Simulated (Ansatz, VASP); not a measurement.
# Cross-check of InGaP2 between VASP and Ansatz, part 2 of 2

Wanted: the spread between two codes on one cell, functional and k mesh. The cell is generated by rule, not measured, and may not be a known phase. The cell is taken from a series of runs on this material, whose earlier steps may have relaxed, scaled, displaced or heated it; both programs get it as it stands.

VASP 6.6.1 and Ansatz 0.2.0.

So far: The structure; Ansatz: G0W0 gap, PBEsol.

### 3. VASP: G0W0 gap, PBEsol

Level of this step: G0W0 on PBEsol; plane waves and PAW (Ga_d_GW, P_GW, In_d_GW); invented cell (VASP).

The same cell, functional and mesh now go to VASP, with its own data sets.

Lines of VASP's logs that name or quote its potential files are left out, and so is its time.

The run reads the wave functions of an earlier VASP run, which isn't shown here.

Contents of INCAR:

```
SYSTEM = InGaP2
PREC = Accurate
ENCUT = 430
ISMEAR = 0
SIGMA = 0.01
LREAL = .FALSE.
GGA = PS
NBANDS = 200
ALGO = EVGW0
NELMGW = 1
ENCUTGW = 90
NOMEGA = 64
PRECFOCK = Fast
NBANDSGW = 32
LWAVE = .FALSE.
LCHARG = .FALSE.
```

Contents of POSCAR:

```
InGaP2
1.0
    3.9934977685      0.0000000000      0.0000000000
    0.0000000000      3.9912654442      0.0000000000
    0.0000000000      0.0000000000      5.6840302470
Ga P In
1 2 1
Direct
    0.0000000000      0.0000000000      0.1160816638
    0.5000000000      0.0000000000      0.3446070586
    0.0000000000      0.5000000000      0.8870576487
    0.5000000000      0.5000000000      0.6160108599
```

Contents of KPOINTS:

```
Automatic mesh
0
Gamma
4 4 4
0 0 0
```

PAW data sets: Ga_d_GW, P_GW and In_d_GW (PBE family, release 64).

The run is started by

```bash
$ mpirun -np 8 vasp_std
```

Numbers of over 12 decimals in the logs are rounded to 6 here.

What it wrote:

```text
[banner, memory and clock lines left out]
running    8 mpi-ranks, on    1 nodes
 distrk:  each k-point on    8 cores,    1 groups
 distr:  one band on    1 cores,    8 groups

 POSCAR found type information on POSCAR GaP In
 POSCAR found :  3 types and       4 ions
|                                                                             |
|           W    W    AA    RRRRR   N    N  II  N    N   GGGG   !!!           |
|           W    W   A  A   R    R  NN   N  II  NN   N  G    G  !!!           |
|           W    W  A    A  R    R  N N  N  II  N N  N  G       !!!           |
|           W WW W  AAAAAA  RRRRR   N  N N  II  N  N N  G  GGG   !            |
|           WW  WW  A    A  R   R   N   NN  II  N   NN  G    G                |
|           W    W  A    A  R    R  N    N  II  N    N   GGGG   !!!           |
|                                                                             |
|     For optimal performance we recommend to set                             |
|       NCORE = 2 up to number-of-cores-per-socket                            |
|     NCORE specifies how many cores store one orbital (NPAR=cpu/NCORE).      |
|     This setting can greatly improve the performance of VASP for DFT.       |
|     The default, NCORE=1 might be grossly inefficient on modern             |
|     multi-core architectures or massively parallel machines. Do your        |
|     Unfortunately you need to use the default for GW and RPA                |
|     calculations (for HF NCORE is supported but not extensively tested      |
|     yet).                                                                   |
|                                                                             |

|                                                                             |
|               ----> ADVICE to this user running VASP <----                  |
|                                                                             |
|     You enforced a specific xc type in the INCAR file but a different       |
|     [... a line on the potential file left out ...]
|     I HOPE YOU KNOW WHAT YOU ARE DOING!                                     |
|                                                                             |

|                                                                             |
|           W    W    AA    RRRRR   N    N  II  N    N   GGGG   !!!           |
|           W    W   A  A   R    R  NN   N  II  NN   N  G    G  !!!           |
|           W    W  A    A  R    R  N N  N  II  N N  N  G       !!!           |
|           W WW W  AAAAAA  RRRRR   N  N N  II  N  N N  G  GGG   !            |
|           WW  WW  A    A  R   R   N   NN  II  N   NN  G    G                |
|           W    W  A    A  R    R  N    N  II  N    N   GGGG   !!!           |
|                                                                             |
|     The default for ENCUTGWSOFT is different in this version of VASP.       |
|     please manually set ENCUTGWSOFT =90 in the INCAR file.                  |
|                                                                             |

 LDA part: xc-table for (Slater+PW92), standard interpolation
 found WAVECAR, reading the header
 POSCAR, INCAR and KPOINTS ok, starting setup
 FFT: planning ... GRIDC
 FFT: planning ... GRID_SOFT
 FFT: planning ... GRID
 reading WAVECAR
 the WAVECAR file was read successfully
 initial charge from wavefunction
 available memory per node:     40.98 GB, setting MAXMEM to     41960

 The Fermi energy was updated, please check that it is located mid-gap
 values below the HOMO (VB) or above the LUMO (CB) will cause erroneous energies
 E-fermi :   4.5675

 calculate exact exchange contribution
 the WAVEDER file was read successfully
energies w=
    0.000    0.000    0.394    0.000    0.786    0.000    1.177    0.000
    1.566    0.000    1.951    0.000    2.332    0.000    2.709    0.000
    3.081    0.000    3.448    0.000    3.810    0.000    4.167    0.000
    4.519    0.000    4.867    0.000    5.210    0.000    5.549    0.000
    5.884    0.000    6.217    0.000    6.547    0.000    6.875    0.000
    7.202    0.000    7.528    0.000    7.855    0.000    8.182    0.000
    8.511    0.000    8.843    0.000    9.179    0.000    9.519    0.000
    9.864    0.000   10.216    0.000   10.576    0.000   10.945    0.000
   11.325    0.000   11.717    0.000   12.124    0.000   12.546    0.000
   12.987    0.000   13.449    0.000   13.935    0.000   14.447    0.000
   14.992    0.000   15.572    0.000   16.193    0.000   16.861    0.000
   17.585    0.000   18.372    0.000   19.234    0.000   20.184    0.000
   21.239    0.000   22.419    0.000   23.749    0.000   25.264    0.000
   27.006    0.000   29.033    0.000   31.424    0.000   34.285    0.000
   37.774    0.000   42.121    0.000   47.683    0.000   55.046    0.000
   65.241    0.000   80.265    0.000  104.563    0.000  150.426    0.000
 responsefunction array rank=     192
 LDA part: xc-table for (Slater+PW92), standard interpolation

 min. memory requirement per mpi rank    299.9 MB, per node   2399.4 MB

 allocating   8 responsefunctions rank=   192
 shmem allocating  64 responsefunctions rank=   192
 response function shared by NCSHMEM nodes    1
 Doing            8  frequencies on each core in blocks of           64
NQ=   1    0.0000    0.0000    0.0000,
|.........|.........|.........|.........|.........|.........|.........|.........
 performed        764000 updates of chi_q(r,r)
 total number of BLAS operations        200.48 Gflops
NQ=   2    0.2500    0.0000    0.0000,
|.........|.........|.........|.........|.........|.........|.........|.........
 performed       1772000 updates of chi_q(r,r)
 total number of BLAS operations        456.01 Gflops
NQ=   3    0.5000    0.0000    0.0000,
|.........|.........|.........|.........|.........|.........|.........|.........
 performed       2536000 updates of chi_q(r,r)
 total number of BLAS operations        649.90 Gflops
NQ=   4    0.0000    0.2500    0.0000,
|.........|.........|.........|.........|.........|.........|.........|.........
 performed       3544000 updates of chi_q(r,r)
 total number of BLAS operations        899.72 Gflops
NQ=   5    0.2500    0.2500    0.0000,
|.........|.........|.........|.........|.........|.........|.........|.........
 performed       4628000 updates of chi_q(r,r)
 total number of BLAS operations       1156.49 Gflops
NQ=   6    0.5000    0.2500    0.0000,
|.........|.........|.........|.........|.........|.........|.........|.........
 performed       5636000 updates of chi_q(r,r)
 total number of BLAS operations       1389.57 Gflops
NQ=   7    0.0000    0.5000    0.0000,
|.........|.........|.........|.........|.........|.........|.........|.........
 performed       6400000 updates of chi_q(r,r)
 total number of BLAS operations       1583.46 Gflops
NQ=   8    0.2500    0.5000    0.0000,
|.........|.........|.........|.........|.........|.........|.........|.........
 performed       7408000 updates of chi_q(r,r)
 total number of BLAS operations       1816.54 Gflops
NQ=   9    0.5000    0.5000    0.0000,
|.........|.........|.........|.........|.........|.........|.........|.........
 performed       8172000 updates of chi_q(r,r)
 total number of BLAS operations       2023.72 Gflops
NQ=  10    0.0000    0.0000    0.2500,
|.........|.........|.........|.........|.........|.........|.........|.........
 performed       9052000 updates of chi_q(r,r)
 total number of BLAS operations       2234.45 Gflops
NQ=  11    0.2500    0.0000    0.2500,
|.........|.........|.........|.........|.........|.........|.........|.........
 performed      10188000 updates of chi_q(r,r)
 total number of BLAS operations       2512.80 Gflops
NQ=  12    0.5000    0.0000    0.2500,
|.........|.........|.........|.........|.........|.........|.........|.........
 performed      11068000 updates of chi_q(r,r)
 total number of BLAS operations       2730.90 Gflops
NQ=  13    0.0000    0.2500    0.2500,
|.........|.........|.........|.........|.........|.........|.........|.........
 performed      12204000 updates of chi_q(r,r)
 total number of BLAS operations       3009.25 Gflops
NQ=  14    0.2500    0.2500    0.2500,
|.........|.........|.........|.........|.........|.........|.........|.........
 performed      13442000 updates of chi_q(r,r)
 total number of BLAS operations       3319.67 Gflops
NQ=  15    0.5000    0.2500    0.2500,
|.........|.........|.........|.........|.........|.........|.........|.........
 performed      14578000 updates of chi_q(r,r)
 total number of BLAS operations       3607.65 Gflops
NQ=  16    0.0000    0.5000    0.2500,
|.........|.........|.........|.........|.........|.........|.........|.........
 performed      15458000 updates of chi_q(r,r)
 total number of BLAS operations       3825.75 Gflops
NQ=  17    0.2500    0.5000    0.2500,
|.........|.........|.........|.........|.........|.........|.........|.........
 performed      16594000 updates of chi_q(r,r)
 total number of BLAS operations       4113.73 Gflops
NQ=  18    0.5000    0.5000    0.2500,
|.........|.........|.........|.........|.........|.........|.........|.........
 performed      17474000 updates of chi_q(r,r)
 total number of BLAS operations       4362.58 Gflops
NQ=  19    0.0000    0.0000    0.5000,
|.........|.........|.........|.........|.........|.........|.........|.........
 performed      18238000 updates of chi_q(r,r)
 total number of BLAS operations       4535.30 Gflops
NQ=  20    0.2500    0.0000    0.5000,
|.........|.........|.........|.........|.........|.........|.........|.........
 performed      19246000 updates of chi_q(r,r)
 total number of BLAS operations       4768.38 Gflops
NQ=  21    0.5000    0.0000    0.5000,
|.........|.........|.........|.........|.........|.........|.........|.........
 performed      20010000 updates of chi_q(r,r)
 total number of BLAS operations       4966.65 Gflops
NQ=  22    0.0000    0.2500    0.5000,
|.........|.........|.........|.........|.........|.........|.........|.........
 performed      21018000 updates of chi_q(r,r)
 total number of BLAS operations       5199.73 Gflops
NQ=  23    0.2500    0.2500    0.5000,
|.........|.........|.........|.........|.........|.........|.........|.........
 performed      22102000 updates of chi_q(r,r)
 total number of BLAS operations       5474.72 Gflops
NQ=  24    0.5000    0.2500    0.5000,
|.........|.........|.........|.........|.........|.........|.........|.........
 performed      23110000 updates of chi_q(r,r)
 total number of BLAS operations       5736.03 Gflops
NQ=  25    0.0000    0.5000    0.5000,
|.........|.........|.........|.........|.........|.........|.........|.........
 performed      23874000 updates of chi_q(r,r)
 total number of BLAS operations       5934.30 Gflops
NQ=  26    0.2500    0.5000    0.5000,
|.........|.........|.........|.........|.........|.........|.........|.........
 performed      24882000 updates of chi_q(r,r)
 total number of BLAS operations       6195.61 Gflops
NQ=  27    0.5000    0.5000    0.5000,
|.........|.........|.........|.........|.........|.........|.........|.........
 performed      25646000 updates of chi_q(r,r)
 total number of BLAS operations       6368.32 Gflops
 resolving degeneracies of screened two electron integrals

 calculate QP shifts <psi_nk| G(iteration)W_0 |psi_nk>: iteration 1
 entering main loop
```

OUTCAR, selected parts (step 3):

```text
ion  position               nearest neighbor table
   1  0.000  0.000  0.116-   2 2.38   2 2.38   3 2.38   3 2.38
   2  0.500  0.000  0.345-   1 2.38   1 2.38   4 2.52   4 2.52
   3  0.000  0.500  0.887-   1 2.38   1 2.38   4 2.52   4 2.52
   4  0.500  0.500  0.616-   3 2.52   3 2.52   2 2.52   2 2.52

  LATTYP: Found a simple orthorhombic cell.
 ALAT       =     3.9912654442
 B/A-ratio  =     1.0005593024
 C/A-ratio  =     1.4241173198

 Subroutine GETGRP returns: Found  4 space group operations
 (whereof  4 operations were pure point group operations)

The static configuration has the point symmetry C_2v.

 Found     27 irreducible k-points:

   k-points           NKPTS =     27   k-points in BZ     NKDIM =     64   number of bands    NBANDS=    200

   dimension x,y,z NGX =    28 NGY =   28 NGZ =   40
   dimension x,y,z NGXF=    56 NGYF=   56 NGZF=   80

   ENCUT  =  430.0 eV  31.60 Ry    5.62 a.u.   6.75  6.75  9.61*2*pi/ulx,y,z

   NELECT =      36.0000    total number of electrons

  energy-cutoff  :      430.00
  volume of cell :       90.60
      direct lattice vectors                 reciprocal lattice vectors
     3.993497769  0.000000000  0.000000000     0.250407051  0.000000000  0.000000000
     0.000000000  3.991265444  0.000000000     0.000000000  0.250547104  0.000000000
     0.000000000  0.000000000  5.684030247     0.000000000  0.000000000  0.175931506

 k-points in reciprocal lattice and weights: Automatic mesh
   0.00000000  0.00000000  0.00000000       0.016
   0.25000000  0.00000000  0.00000000       0.031
   0.50000000  0.00000000  0.00000000       0.016
   0.00000000  0.25000000  0.00000000       0.031
   0.25000000  0.25000000  0.00000000       0.062
   0.50000000  0.25000000  0.00000000       0.031
   0.00000000  0.50000000  0.00000000       0.016
   0.25000000  0.50000000  0.00000000       0.031
   0.50000000  0.50000000  0.00000000       0.016
[...]
0.25000000  0.50000000  0.50000000       0.031
   0.50000000  0.50000000  0.50000000       0.016

 E-fermi :   4.5675

 QP shifts <psi_nk| G(iteration)W_0 |psi_nk>: iteration 1
 for sc-GW calculations column KS-energies equals QP-energies in previous step
 and V_xc(KS)=  KS-energies - (<T + V_ion + V_H > + <T+V_H+V_ion>^1  + <V_x>^1)
 k-point   1 :       0.0000    0.0000    0.0000
  band No.  KS-energies  QP-energies   sigma(KS)   V_xc(KS)     V^pw_x(r,r')   Z            occupation Imag(sigma)
    ...
     15       1.4881       1.0543     -11.8650     -11.2650     -14.0455       0.7231       2.0000       0.0659
     16       3.9184       3.6135     -12.5400     -12.1359     -13.5235       0.7544       2.0000       0.0353
     17       4.1144       3.7828     -12.8323     -12.3912     -14.0984       0.7518       2.0000       0.0418
     18       4.1216       3.7903     -12.8322     -12.3915     -14.0970       0.7518       2.0000       0.0418
     19       5.0135       5.4431     -10.6742     -11.2354      -7.0832       0.7655       0.0000      -0.0437
     20       5.7258       5.8569      -9.1806      -9.3499      -5.5252       0.7745       0.0000      -0.0518
     21       6.0761       6.3475      -9.8027     -10.1563      -5.8885       0.7675       0.0000      -0.0500
     22       7.9997       8.3368      -9.9346     -10.3778      -5.7738       0.7607       0.0000      -0.0605
    ...

 k-point   2 :       0.2500    0.0000    0.0000
  band No.  KS-energies  QP-energies   sigma(KS)   V_xc(KS)     V^pw_x(r,r')   Z            occupation Imag(sigma)
    ...
     15       1.4403       1.1051     -12.1916     -11.7321     -14.0967       0.7296       2.0000       0.0741
     16       1.8829       1.4589     -12.0205     -11.4391     -14.0459       0.7294       2.0000       0.0598
     17       2.8358       2.4770     -12.0376     -11.5568     -13.4309       0.7462       2.0000       0.0442
     18       3.8740       3.5310     -12.7288     -12.2712     -14.0877       0.7494       2.0000       0.0433
     19       5.9497       6.2409      -9.6869     -10.0678      -5.8608       0.7644       0.0000      -0.0559
     20       6.8739       7.2181     -10.4757     -10.9280      -6.4468       0.7610       0.0000      -0.0500
     21       8.0977       8.3791     -10.0802     -10.4522      -5.9163       0.7563       0.0000      -0.0671
     22       8.4607       8.8094      -9.9969     -10.4605      -5.6209       0.7523       0.0000      -0.0717
    ...

 k-point   3 :       0.5000    0.0000    0.0000
  band No.  KS-energies  QP-energies   sigma(KS)   V_xc(KS)     V^pw_x(r,r')   Z            occupation Imag(sigma)
    ...
     15       0.7589       0.3423     -11.3787     -10.7977     -13.6532       0.7171       2.0000       0.0886
     16       1.0351       0.6050     -11.2309     -10.6370     -13.3146       0.7242       2.0000       0.0739
     17       2.6061       2.2112     -12.4274     -11.8930     -14.1672       0.7389       2.0000       0.0490
     18       3.2650       2.8904     -12.3177     -11.8129     -13.8941       0.7421       2.0000       0.0497
     19       6.4990       6.8754     -10.0873     -10.5856      -6.0418       0.7554       0.0000      -0.0622
     20       7.6478       8.0104     -10.2404     -10.7187      -5.9126       0.7581       0.0000      -0.0576
     21       8.9391       9.2393      -9.9328     -10.3393      -5.2629       0.7385       0.0000      -0.0925
     22       9.2659       9.5149      -9.9353     -10.2687      -5.4327       0.7467       0.0000      -0.1000
    ...

 k-point   4 :       0.0000    0.2500    0.0000
  band No.  KS-energies  QP-energies   sigma(KS)   V_xc(KS)     V^pw_x(r,r')   Z            occupation Imag(sigma)
    ...
     15       1.4457       1.1107     -12.1924     -11.7332     -14.0961       0.7296       2.0000       0.0740
     16       1.8746       1.4505     -12.0209     -11.4394     -14.0473       0.7294       2.0000       0.0599
     17       2.8378       2.4790     -12.0392     -11.5585     -13.4319       0.7463       2.0000       0.0442
     18       3.8672       3.5241     -12.7287     -12.2708     -14.0886       0.7495       2.0000       0.0433
     19       5.9378       6.2288      -9.6859     -10.0667      -5.8622       0.7643       0.0000      -0.0559
     20       6.8674       7.2116     -10.4759     -10.9281      -6.4487       0.7610       0.0000      -0.0499
     21       8.0965       8.3774     -10.0759     -10.4473      -5.9141       0.7565       0.0000      -0.0671
     22       8.4582       8.8070      -9.9954     -10.4589      -5.6201       0.7524       0.0000      -0.0716
    ...

[... 4 further parts left out ...]
```

### 4. Side by side

Known differences besides the potentials themselves: fixed occupations in Ansatz, narrow Gaussian smearing in VASP; the cutoff is 420 eV in Ansatz and 430 eV in VASP; Ansatz makes its cores anew for this functional, VASP keeps those of its PBE data sets; VASP leaves aspherical gradient terms in its spheres out (LASPH is not set), Ansatz keeps them; Ansatz integrates over frequency by contour deformation, VASP on a grid of NOMEGA points; Ansatz's G0W0 levels solve the quasiparticle equation, VASP's are linearised. Total energies have different zeros and are not compared.

Compared:

```
                   quantity  Ansatz  VASP  difference
  G0W0 gap on the mesh (eV)    1.61  1.65       -0.04
Kohn-Sham gap under it (eV)    0.89  0.89        0.00
```

### 5. Results

| Quantity | Value |
| --- | --- |
| difference in G0W0 gap on the mesh (G0W0 gap, PBEsol) | -0.040 eV |

In words: The difference in G0W0 gap on the mesh is -0.040 eV (G0W0 gap, PBEsol). Such differences can come from data sets, numerical settings and the points named under the comparisons, not from the functional's error against experiment.

[Lines on the potential files, build, host, timing and source positions are cut from VASP's logs without a mark.]

[Logs are printed without paths, hosts, clocks, repeated set-up lines and the standing remarks that a program may print on its own settings, such as how far it seeks lower states.]

[Hosts, paths, dates, database ids (printed as entryN), source tags and the programs' standing remarks are cut or masked in the printed files.]
